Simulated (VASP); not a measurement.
Given:

```xyz
2
Lattice="0.0000 3.5245 3.5245 3.5245 0.0000 3.5245 3.5245 3.5245 0.0000" Properties=species:S:1:pos:R:3 pbc="T T T"
Ba     0.0000     0.0000     0.0000
Te     3.5245     3.5245     3.5245
```

Method: r2SCAN+rVV10, VASP's PBE PAW potentials (set 64) (plane waves; VASP 6.6.1). Run with 520 eV cut-off, 6×6×6 Γ-centred mesh, Gaussian smearing of 0.050 eV, potentials Ba_sv Te.

Unless said otherwise, spin-orbit coupling is left out, though it shifts the bands of the heavy elements here.

Task: Estimate the energy per atom (σ→0), band gap (on the k-mesh) with the smallest direct gap where there is one.

Result: 
```json
{
 "band gap (on the k-mesh)": "1.87 eV",
 "smallest direct gap (on the k-mesh)": "2.26 eV",
 "energy per atom (σ→0)": "-27.798 eV/atom"
}
```

Only differences to runs with the same potentials and settings are physical.

The compound is BaTe in the rock salt structure. It was relaxed first. The start is the result of an earlier pass.
